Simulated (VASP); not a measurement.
All values below come from PBE GGA, VASP's PBE PAW potentials (set 64) (plane waves; VASP).

The input files of a VASP run:

INCAR:
```
ALGO = Normal
EDIFF = 1E-6
EDIFFG = -0.02
ENCUT = 500
GGA = PE
IBRION = 2
ISIF = 3
ISMEAR = 1
LASPH = .True.
LCHARG = .False.
LREAL = .False.
LWAVE = .False.
NELM = 100
NSW = 40
PREC = Accurate
PSTRESS = 300
SIGMA = 0.1
SYSTEM = Be
```

File KPOINTS:
```
kpoints
0
G
19 19 11
0 0 0
```

### POSCAR
```
Be
1
    1.0632137269    -1.8415399710     0.0000000000
    1.0632137269     1.8415399710     0.0000000000
    0.0000000000    -0.0000000000     3.3765375290
Be
2
Direct
  0.3333330000   0.6666670000   0.2500000000
  0.6666670000   0.3333330000   0.7500000000
```

POTCAR, in this order: Be (PBE.64 set). Program: vasp_std.

Output

OSZICAR:
```
       N       E                     dE             d eps       ncg     rms          rms(c)
DAV:   1    -0.201082217714E+01   -0.20108E+01   -0.18426E+03  2898   0.546E+02
DAV:   2    -0.740388027210E+01   -0.53931E+01   -0.51623E+01  4464   0.699E+01
DAV:   3    -0.742763279301E+01   -0.23753E-01   -0.23745E-01  3720   0.434E+00
DAV:   4    -0.742765385671E+01   -0.21064E-04   -0.21063E-04  4254   0.108E-01
DAV:   5    -0.742765389020E+01   -0.33492E-07   -0.33952E-07  3636   0.161E-03    0.145E+00
DAV:   6    -0.735126812440E+01    0.76386E-01   -0.13270E-02  3150   0.188E+00    0.900E-01
DAV:   7    -0.732518696411E+01    0.26081E-01   -0.12532E-02  3132   0.187E+00    0.428E-02
DAV:   8    -0.732514841672E+01    0.38547E-04   -0.18886E-05  4224   0.530E-02    0.157E-02
DAV:   9    -0.732514521442E+01    0.32023E-05   -0.41622E-06  3462   0.247E-02    0.955E-04
DAV:  10    -0.732514533373E+01   -0.11931E-06   -0.82354E-09  2586   0.106E-03
   1 F= -.48493544E+01 E0= -.48493456E+01  d E =-.484935E+01
```

File OUTCAR:
```
------------------------ aborting loop because EDIFF is reached ----------------------------------------
  FORCE on cell =-STRESS in cart. coord.  units (eV):
  Direction    XX          YY          ZZ          XY          YZ          ZX
  --------------------------------------------------------------------------------------
  Total        2.4607114      2.4607108      2.4568618     -0.0000000      0.0000000      0.0000000
  in kB      298.1727539    298.1726816    297.7062946     -0.0000000      0.0000000      0.0000000
  external PRESSURE =      -1.9827566 kB  Pullay stress =     300.0000000 kB
  volume of cell :       13.22
      direct lattice vectors                 reciprocal lattice vectors
     1.063213727 -1.841539971  0.000000000     0.470272333 -0.271511891  0.000000000
     1.063213727  1.841539971  0.000000000     0.470272333  0.271511891  0.000000000
     0.000000000  0.000000000  3.376537529     0.000000000  0.000000000  0.296161376
 POSITION                                       TOTAL-FORCE (eV/Angst)
 -----------------------------------------------------------------------------------
      1.06321      0.61385      0.84413         0.000000      0.000000      0.000000
      1.06321     -0.61385      2.53240         0.000000     -0.000000      0.000000
 -----------------------------------------------------------------------------------
    total drift:                                0.000000     -0.000004      0.000005
  FREE ENERGIE OF THE ION-ELECTRON SYSTEM (eV)
  ---------------------------------------------------
  free  energy   TOTEN  =        -7.3251453337 eV

  energy  without entropy=       -7.3251191352  energy(sigma->0) =       -7.32513660
  enthalpy is  TOTEN    =        -4.8493543678 eV   P V=        2.4757909660

 reached required accuracy - stopping structural energy minimisation
```
(Selected blocks of OUTCAR.)

The compound is Be in the hcp structure. It was relaxed first under an external pressure of 30 GPa.
